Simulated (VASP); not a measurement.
These are r2SCAN meta-GGA, VASP's PBE PAW potentials (set 64) (plane waves; VASP) values and carry that method's errors.

VASP input:

KPOINTS:
```
Automatic mesh
0
Gamma
10 10 10
0 0 0
```

File POSCAR:
```
Pt
1.0
  0.0000000000   2.8565665542   2.8565665542
  2.8565665542   0.0000000000   2.8565665542
  2.8565665542   2.8565665542   0.0000000000
Pt
2
Cartesian
  4.2848498313   4.2848498313   4.2848498313
  2.8565665542   2.8565665542   2.8565665542
```

### INCAR
```
ALGO = Normal
EDIFF = 1E-6
EDIFFG = -0.01
ENCUT = 400
IBRION = 2
ISIF = 3
ISMEAR = 1
LASPH = .True.
LCHARG = .False.
LMAXMIX = 6
LMIXTAU = .True.
LREAL = .False.
LWAVE = .False.
METAGGA = R2SCAN
NELM = 100
NSW = 60
PREC = Accurate
SIGMA = 0.1
SYSTEM = Pt
```

POTCAR, in this order: Pt (PBE.64 set). Program: vasp_std.

Unless said otherwise, spin-orbit coupling is left out, though it shifts the bands of the heavy elements here.

**Question.** Estimate the energy per atom (σ→0), volume per atom, band gap (on the k-mesh).

**Answer.** 
The energy per atom (σ→0) comes out as -50.381 eV/atom and the band gap (on the k-mesh) comes out as none (metal, semimetal or under 0.01 eV). The volume per atom comes out as 23.35 Å³/atom.

File OSZICAR:
```
...
DAV:   1    -0.100765031647E+03   -0.29230E-02   -0.51317E-02  1322   0.216E+00    0.325E-01
DAV:   2    -0.100762235983E+03    0.27957E-02   -0.10625E-02  1316   0.792E-01    0.128E-01
DAV:   3    -0.100762296575E+03   -0.60592E-04   -0.12010E-04  1328   0.951E-02    0.867E-02
DAV:   4    -0.100762105241E+03    0.19133E-03   -0.39257E-04  1418   0.148E-01    0.274E-02
DAV:   5    -0.100762313219E+03   -0.20798E-03   -0.24319E-04  1388   0.128E-01    0.509E-03
DAV:   6    -0.100762335325E+03   -0.22106E-04   -0.13536E-05  1376   0.327E-02    0.126E-03
DAV:   7    -0.100762335501E+03   -0.17503E-06   -0.73296E-07   754   0.958E-03
   3 F= -.10076234E+03 E0= -.10076250E+03  d E =-.650302E-04
```

The structure was generated: Pt was put into the diamond type (Fd-3m), which need not be its known phase. This run relaxes it. Symmetry was kept, so distortions that lower it aren't found. The start is the result of an earlier pass.
